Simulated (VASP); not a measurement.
```yaml
crystal:
  lattice:
    - [0.00000, 2.72526, 2.72526]
    - [2.72526, 0.00000, 2.72526]
    - [2.72526, 2.72526, 0.00000]
  atoms:
    - { symbol: S, position: [0.00000, 0.00000, 0.00000] }
    - { symbol: Cd, position: [0.50000, 0.50000, 0.50000] }
```

Method: r2SCAN meta-GGA, VASP's PBE PAW potentials (set 64) (plane waves; VASP). Run with 400 eV cut-off, 9×9×9 Γ-centred mesh, tetrahedra with Blöchl corrections, potentials S Cd.

**Question.** Give the energies of bands 6 to 11 at the high-symmetry points, in eV from the valence-band maximum.

**Answer.** 
| band | Γ | X | U | L | W |
|---|---|---|---|---|---|
| 6 | -7.86 | -6.85 | -7.16 | -7.65 | -7.05 |
| 7 | -0.77 | -4.37 | -3.75 | -4.93 | -3.31 |
| 8 | -0.77 | -2.21 | -3.55 | 0.00 | -3.31 |
| 9 | -0.77 | -2.21 | -1.44 | 0.00 | -2.82 |
| 10 | 1.59 | 0.73 | 2.58 | 4.05 | 3.88 |
| 11 | 9.73 | 6.41 | 7.12 | 6.45 | 7.42 |

The gap is indirect, 0.73 eV, from the valence maximum at K-Γ at 0.44 to the conduction minimum at X.

The structure was generated: CdS was put into the rocksalt type (Fm-3m), which need not be its known phase. It was relaxed first, which changed the volume by +11 %.
